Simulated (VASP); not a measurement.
# CdSi4O (F-43m) in VASP: notebook

One crystal, CdSi4O, is run at these levels: LDA, PBE, PBEsol, RPBE; tasks: band structure.

Everything below comes from runs of VASP 6.6.1. Logs are shortened: lines on timing, memory, paths and dates and some standing lists are left out, and cuts for length are marked.

## 1. Starting point

The structure is cubic, space group F-43m (No. 216). The conventional cell has a = 7.204 Å, b = 7.204 Å, c = 7.204 Å, α = 90.00°, β = 90.00°, γ = 90.00°. Around Cd (site symmetry -43m) lie 12 Si at 2.99 Å and 4 O at 3.12 Å. Si (site symmetry 3m) has 6 Si at 2.51 to 2.58 Å as nearest neighbours. O (site symmetry -43m) has 12 Si at 2.98 Å and 4 Cd at 3.12 Å as nearest neighbours.

The cell was built by a generator and needn't be a form met in nature.

## 2. Band structure, LDA

POSCAR

```
CdSi4O
1.0
    0.0000000000      3.6017500000      3.6017500000
    3.6017500000      0.0000000000      3.6017500000
    3.6017500000      3.6017500000      0.0000000000
Cd Si O
1 4 1
Direct
    0.5000000000      0.5000000000      0.5000000000
    0.8767200000      0.8767200000      0.3698400000
    0.8767200000      0.3698400000      0.8767200000
    0.8767200000      0.8767200000      0.8767200000
    0.3698400000      0.8767200000      0.8767200000
    0.2500000000      0.2500000000      0.2500000000
```

INCAR.step1

```
  ALGO = Fast
  EDIFF = 1E-6
  ENCUT = 520
  GGA = CA
  ISIF = 2
  ISMEAR = -1
  LASPH = T
  LCHARG = T
  LREAL = F
  LWAVE = F
  NBANDS = 26
  NELM = 60
  PREC = Accurate
  SIGMA = 0.05
```

KPOINTS.step1

```
k-points
0
Gamma
  5 5 5
```

INCAR.step2

```
  ALGO = Fast
  EDIFF = 1E-6
  ENCUT = 520
  GGA = CA
  ICHARG = 11
  ISIF = 2
  ISMEAR = 0
  LASPH = T
  LCHARG = F
  LREAL = F
  LWAVE = F
  NBANDS = 26
  NELM = 60
  PREC = Accurate
  SIGMA = 0.05
```

KPOINTS.step2

```
path GXWKGLUWLK,UX
10
line-mode
reciprocal
 0.0000000000  0.0000000000  0.0000000000  G
 0.5000000000  0.0000000000  0.5000000000  X

 0.5000000000  0.0000000000  0.5000000000  X
 0.5000000000  0.2500000000  0.7500000000  W

 0.5000000000  0.2500000000  0.7500000000  W
 0.3750000000  0.3750000000  0.7500000000  K

 0.3750000000  0.3750000000  0.7500000000  K
 0.0000000000  0.0000000000  0.0000000000  G

 0.0000000000  0.0000000000  0.0000000000  G
 0.5000000000  0.5000000000  0.5000000000  L

 0.5000000000  0.5000000000  0.5000000000  L
 0.6250000000  0.2500000000  0.6250000000  U

 0.6250000000  0.2500000000  0.6250000000  U
 0.5000000000  0.2500000000  0.7500000000  W

 0.5000000000  0.2500000000  0.7500000000  W
 0.5000000000  0.5000000000  0.5000000000  L

 0.5000000000  0.5000000000  0.5000000000  L
 0.3750000000  0.3750000000  0.7500000000  K

 0.6250000000  0.2500000000  0.6250000000  U
 0.5000000000  0.0000000000  0.5000000000  X
```

Potentials or basis: VASP PAW LDA potentials, release 64 (Cd, Si, O).

The run is started by

```
$ cat potpaw_LDA.64/Cd/POTCAR potpaw_LDA.64/Si/POTCAR potpaw_LDA.64/O/POTCAR > POTCAR
$ cp INCAR.step1 INCAR
$ cp KPOINTS.step1 KPOINTS
$ mpirun -np 1 vasp_std > vasp.out
$ cp INCAR.step2 INCAR
$ cp KPOINTS.step2 KPOINTS
$ mpirun -np 1 vasp_std > vasp.out
```

OUTCAR:

```text
EDIFF = 1E-6
   ENCUT = 520
   GGA = CA
   ICHARG = 11
   ISIF = 2
   ISMEAR = 0
   LASPH = T
   LREAL = F
   NELM = 60
   PREC = Accurate

 ion  position               nearest neighbor table
   1  0.500  0.500  0.500-   3 2.99   4 2.99   5 2.99   4 2.99   4 2.99   5 2.99   2 2.99   2 2.99
                             5 2.99   2 2.99   3 2.99   3 2.99
   2  0.877  0.877  0.370-   3 2.51   4 2.51   5 2.51   4 2.58   3 2.58   5 2.58   1 2.99   1 2.99
                             1 2.99
   3  0.877  0.370  0.877-   2 2.51   4 2.51   5 2.51   2 2.58   4 2.58   5 2.58   1 2.99   1 2.99
                             1 2.99
   4  0.877  0.877  0.877-   2 2.51   3 2.51   5 2.51   2 2.58   3 2.58   5 2.58   1 2.99   1 2.99
                             1 2.99
   5  0.370  0.877  0.877-   2 2.51   3 2.51   4 2.51   4 2.58   2 2.58   3 2.58   1 2.99   1 2.99
                             1 2.99
   6  0.250  0.250  0.250-

  LATTYP: Found a face centered cubic cell.
 ALAT       =     7.2035000000

  Lattice vectors:

 A1 = (   0.0000000000,   3.6017500000,   3.6017500000)
 A2 = (   3.6017500000,   0.0000000000,   3.6017500000)
 A3 = (   3.6017500000,   3.6017500000,   0.0000000000)

Analysis of symmetry for initial positions (statically):
=====================================================================
 Subroutine PRICEL returns:
 Original cell was already a primitive cell.

 Routine SETGRP: Setting up the symmetry group for a
 face centered cubic supercell.

 Subroutine GETGRP returns: Found 24 space group operations
 (whereof 24 operations were pure point group operations)
 out of a pool of 48 trial point group operations.

The static configuration has the point symmetry T_d .

Analysis of symmetry for dynamics (positions and initial velocities):
=====================================================================
 Subroutine PRICEL returns:
 Original cell was already a primitive cell.

 Routine SETGRP: Setting up the symmetry group for a
 face centered cubic supercell.

 Subroutine GETGRP returns: Found 24 space group operations
 (whereof 24 operations were pure point group operations)
 out of a pool of 48 trial point group operations.

The dynamic configuration has the point symmetry T_d .

 Subroutine INISYM returns: Found 24 space group operations
 (whereof 24 operations are pure point group operations),
 and found     1 'primitive' translations

----------------------------------------------------------------------------------------

                                     Primitive cell

  volume of cell :      93.4481

  direct lattice vectors                    reciprocal lattice vectors
     0.000000000  3.601750000  3.601750000    -0.138821406  0.138821406  0.138821406
     3.601750000  0.000000000  3.601750000     0.138821406 -0.138821406  0.138821406
     3.601750000  3.601750000  0.000000000     0.138821406  0.138821406 -0.138821406

  length of vectors
     5.093643698  5.093643698  5.093643698     0.240445729  0.240445729  0.240445729

  position of ions in fractional coordinates (direct lattice)
     0.500000000  0.500000000  0.500000000
     0.876720000  0.876720000  0.369840000
     0.876720000  0.369840000  0.876720000
     0.876720000  0.876720000  0.876720000
     0.369840000  0.876720000  0.876720000
     0.250000000  0.250000000  0.250000000

  ion indices of the primitive-cell ions
   primitive index   ion index
                 1           1
                 2           2
                 3           3
                 4           4
                 5           5
                 6           6

----------------------------------------------------------------------------------------

 KPOINTS: path GXWKGLUWLK,UX

Interpolating k-points between supplied coordinates.

 Line segments in fractional coordinates (reciprocal lattice):
    0.000000  0.000000  0.000000  ...  0.500000  0.000000  0.500000
    0.500000  0.000000  0.500000  ...  0.500000  0.250000  0.750000
    0.500000  0.250000  0.750000  ...  0.375000  0.375000  0.750000
    0.375000  0.375000  0.750000  ...  0.000000  0.000000  0.000000
    0.000000  0.000000  0.000000  ...  0.500000  0.500000  0.500000
    0.500000  0.500000  0.500000  ...  0.625000  0.250000  0.625000
    0.625000  0.250000  0.625000  ...  0.500000  0.250000  0.750000
    0.500000  0.250000  0.750000  ...  0.500000  0.500000  0.500000
    0.500000  0.500000  0.500000  ...  0.375000  0.375000  0.750000
    0.625000  0.250000  0.625000  ...  0.500000  0.000000  0.500000

 Generated    10 points on each line segment, for a total of    100 k-points:

 Following reciprocal coordinates:
            Coordinates               Weight
  0.000000  0.000000  0.000000      0.010000
  0.055556  0.000000  0.055556      0.010000
  0.111111  0.000000  0.111111      0.010000
  0.166667  0.000000  0.166667      0.010000
  0.222222  0.000000  0.222222      0.010000
  0.277778  0.000000  0.277778      0.010000
[... 16 lines left out ...]
  0.472222  0.277778  0.750000      0.010000
  0.458333  0.291667  0.750000      0.010000
 [... further k-points ...]
   k-points           NKPTS =    100   k-points in BZ     NKDIM =    100   number of bands    NBANDS=     26
   number of dos      NEDOS =    301   number of ions     NIONS =      6
   total plane-waves  NPLWV =  64000
   dimension x,y,z NGX =    40 NGY =   40 NGZ =   40
   dimension x,y,z NGXF=    80 NGYF=   80 NGZF=   80
   ions per type =               1   4   1
   NGX,Y,Z   is equivalent  to a cutoff of  13.06, 13.06, 13.06 a.u.
   NGXF,Y,Z  is equivalent  to a cutoff of  26.11, 26.11, 26.11 a.u.
 SYSTEM =  unknown system
   PREC   = accura    normal or accurate (medium, high low for compatibility)
   ISTART =      0    job   : 0-new  1-cont  2-samecut
   ICHARG =     11    charge: 1-file 2-atom 10-const
   ISPIN  =      1    spin polarized calculation?
   LNONCOLLINEAR =      F non collinear calculations
   LSORBIT =      F    spin-orbit coupling
   LASPH  =      T    aspherical Exc in radial PAW
   ENCUT  =  520.0 eV  38.22 Ry    6.18 a.u.   9.47  9.47  9.47*2*pi/ulx,y,z
   NELM   =     60;   NELMIN=  2; NELMDL=  0     # of ELM steps
   EDIFF  = 0.1E-05   stopping-criterion for ELM
   LREAL  =      F    real-space projection
   EDIFFG = 0.1E-04   stopping-criterion for IOM
   NSW    =      0    number of steps for IOM
   IBRION =     -1    ionic relax: 0-MD 1-quasi-New 2-CG
   NFREE  =      0    steps in history (QN), initial steepest desc. (CG)
   ISIF   =      2    stress and relaxation
   ISYM   =      2    0-nonsym 1-usesym 2-fastsym
   POTIM  = 0.5000    time-step for ionic-motion
   TEBEG  =    0.0;   TEEND  =   0.0 temperature during run
   PSTRESS=    0.0 pullay stress
   NELECT =      34.0000    total number of electrons
   NUPDOWN=      -1.0000    fix difference up-down
   EMIN   =  10.00;   EMAX   =-10.00  energy-range for DOS
   EFERMI =   0.00;   METHOD = LEGACY
   ISMEAR =     0;   SIGMA  =   0.05  broadening in eV -4-tet -1-fermi 0-gaus
   EFERMI_NEDOS =   21; number of points for ismear=-14 and -15
   IALGO  =     68    algorithm
   IMIX   =      4    mixing-type and parameters
     AMIX     =   0.40;   BMIX     =  1.00
     AMIX_MAG =   1.60;   BMIX_MAG =  1.00
  volume/ion in A,a.u.               =      15.57       105.10
  Fermi-wavevector in a.u.,A,eV,Ry     =   1.168721  2.208563 18.584322  1.365909
  Thomas-Fermi vector in A             =   2.305204
   LORBIT       =      0    0 simple, 1 ext, 2 COOP (PROOUT), +10 PAW based schemes
   GGA     = CA    functional components
   LHFCALC =     F    Hartree Fock is set to
   AEXX    =    0.0000 exact exchange contribution
   IVDW    =     0    specifies the selected vdW correction
   LEPSILON=     F    determine dielectric tensor
   LRPA    =     F    only Hartree local field effects (RPA)
 non-spin polarized calculation
 RMM-DIIS sequential band-by-band and
 Gauss-broadening in eV      SIGMA  =   0.05
  energy-cutoff  :      520.00
  volume of cell :       93.45
 maximum number of plane-waves:      2565
 NGX is ok and might be reduce to    40

 number of electron      33.9999993 magnetization

 Free energy of the ion-electron system (eV)
  ---------------------------------------------------
  ext. energy  EPLUGINS =         0.00000000
  ---------------------------------------------------
  free energy    TOTEN  =       -27.33283593 eV

  energy without entropy =      -27.32907731  energy(sigma->0) =      -27.33095662

 E-fermi :   6.4419     XC(G=0): -11.0489

 val. band max:        6.4319783522   @ k =   0.5000   0.1389   0.6389
 cond. band min:       6.4490082173   @ k =   0.5000   0.4444   0.5556
 fundamental gap:      0.0170298651
 Fermi energy:         6.4418546994

 k-point     1 :       0.0000    0.0000    0.0000
  band No.  band energies     occupation
      1      -9.5336      2.00000
      2      -5.9217      2.00000
      3      -2.4651      2.00000
      4      -2.4651      2.00000
      5      -2.4651      2.00000
      6      -2.4206      2.00000
[... 18 lines left out ...]
     25      14.4393      0.00000
     26      14.4476      0.00000

 k-point     2 :       0.0556    0.0000    0.0556
  band No.  band energies     occupation
      1      -9.5274      2.00000
      2      -5.9078      2.00000
      3      -2.4724      2.00000
      4      -2.4624      2.00000
      5      -2.4624      2.00000
      6      -2.4247      2.00000
[... 18 lines left out ...]
     25      14.3421      0.00000
     26      14.4085      0.00000

 k-point     3 :       0.1111    0.0000    0.1111
  band No.  band energies     occupation
      1      -9.5098      2.00000
      2      -5.8650      2.00000
      3      -2.5143      2.00000
      4      -2.4541      2.00000
      5      -2.4541      2.00000
      6      -2.4235      2.00000
[... 572 lines left out ...]
 k-point    23 :       0.4722    0.2778    0.7500
  band No.  band energies     occupation
      1      -9.3458      2.00000
      2      -4.5432      2.00000
      3      -4.3216      2.00000
      4      -2.5039      2.00000
      5      -2.3069      2.00000
      6      -2.2897      2.00000
[... 18 lines left out ...]
     25      11.8579      0.00000
     26      12.2993      0.00000

 k-point    24 :       0.4583    0.2917    0.7500
  band No.  band energies     occupation
      1      -9.3463      2.00000
      2      -4.5849      2.00000
      3      -4.2815      2.00000
      4      -2.4973      2.00000
      5      -2.3080      2.00000
      6      -2.2895      2.00000
[... 18 lines left out ...]
     25      11.8209      0.00000
     26      12.2747      0.00000

 [... further k-points ...]

------------------------ aborting loop because EDIFF is reached ----------------------------------------

  FORCE on cell =-STRESS in cart. coord.  units (eV):
  Direction    XX          YY          ZZ          XY          YZ          ZX
  --------------------------------------------------------------------------------------
  -------------------------------------------------------------------------------------
  Total        1.5157757      1.5157757      1.5157757      0.0000000      0.0000000     -0.0000000
  in kB       25.9881177     25.9881177     25.9881177      0.0000000      0.0000000     -0.0000000
  external PRESSURE =      25.9881177 kB  Pullay stress =       0.0000000 kB

 VOLUME and BASIS-vectors are now :
 -----------------------------------------------------------------------------
  energy-cutoff  :      520.00
  volume of cell :       93.45
      direct lattice vectors                 reciprocal lattice vectors
     0.000000000  3.601750000  3.601750000    -0.138821406  0.138821406  0.138821406
     3.601750000  0.000000000  3.601750000     0.138821406 -0.138821406  0.138821406
     3.601750000  3.601750000  0.000000000     0.138821406  0.138821406 -0.138821406

 POSITION                                       TOTAL-FORCE (eV/Angst)
 -----------------------------------------------------------------------------------
      3.60175      3.60175      3.60175        -0.000000     -0.000000     -0.000000
      4.48980      4.48980      6.31545         0.116398      0.116398     -0.116398
      4.48980      6.31545      4.48980         0.116398     -0.116398      0.116398
      6.31545      6.31545      6.31545        -0.116398     -0.116398     -0.116398
      6.31545      4.48980      4.48980        -0.116398      0.116398      0.116398
      1.80088      1.80088      1.80088        -0.000000     -0.000000     -0.000000
 -----------------------------------------------------------------------------------
    total drift:                                0.000000      0.000000      0.000000

  FREE ENERGIE OF THE ION-ELECTRON SYSTEM (eV)
  ---------------------------------------------------
  free  energy   TOTEN  =       -27.3328359252 eV

  energy  without entropy=      -27.3290773136  energy(sigma->0) =      -27.33095662
```

Run time: 93 s. Hardware: 1 thread of Intel Xeon 6975P-C (Granite Rapids), shared host; peak memory 0.34 GiB.

Results:

| Property | Result |
| --- | --- |
| Band gap along the path | none (metal or under the smearing width) |

Levels at the corners of the path, in eV from the Fermi level:
```tsv
point	band 13	band 14	band 15	band 16	band 17	band 18	band 19	band 20	band 21	band 22
Γ	-3.92	-3.92	-1.66	-1.66	-1.66	-1.36	-0.76	-0.76	4.12	4.12
X	-1.21	-1.21	-1.01	0.59	0.59	0.59	1.37	1.54	2.05	2.95
X	-1.21	-1.21	-1.01	0.59	0.59	0.59	1.37	1.54	2.05	2.95
W	-2.73	-1.17	-0.90	-0.89	-0.46	1.22	1.58	1.78	2.07	4.54
W	-2.73	-1.17	-0.90	-0.89	-0.46	1.22	1.58	1.78	2.07	4.54
K	-1.86	-1.48	-0.88	-0.81	-0.41	0.30	1.05	2.93	3.16	3.70
K	-1.86	-1.48	-0.88	-0.81	-0.41	0.30	1.05	2.93	3.16	3.70
Γ	-3.92	-3.92	-1.66	-1.66	-1.66	-1.36	-0.76	-0.76	4.12	4.12
Γ	-3.92	-3.92	-1.66	-1.66	-1.66	-1.36	-0.76	-0.76	4.12	4.12
L	-4.03	-1.76	-0.72	-0.72	0.08	0.76	0.76	0.94	2.49	2.49
L	-4.03	-1.76	-0.72	-0.72	0.08	0.76	0.76	0.94	2.49	2.49
U	-1.86	-1.48	-0.88	-0.81	-0.41	0.30	1.05	2.93	3.16	3.70
U	-1.86	-1.48	-0.88	-0.81	-0.41	0.30	1.05	2.93	3.16	3.70
W	-2.73	-1.17	-0.90	-0.89	-0.46	1.22	1.58	1.78	2.07	4.54
W	-2.73	-1.17	-0.90	-0.89	-0.46	1.22	1.58	1.78	2.07	4.54
L	-4.03	-1.76	-0.72	-0.72	0.08	0.76	0.76	0.94	2.49	2.49
L	-4.03	-1.76	-0.72	-0.72	0.08	0.76	0.76	0.94	2.49	2.49
K	-1.86	-1.48	-0.88	-0.81	-0.41	0.30	1.05	2.93	3.16	3.70
U	-1.86	-1.48	-0.88	-0.81	-0.41	0.30	1.05	2.93	3.16	3.70
X	-1.21	-1.21	-1.01	0.59	0.59	0.59	1.37	1.54	2.05	2.95
```

Caveat: the log is that of the step along the path at fixed density, whose energy, stress, charges and moments have no meaning.

(Continued in part 2 of 2.)
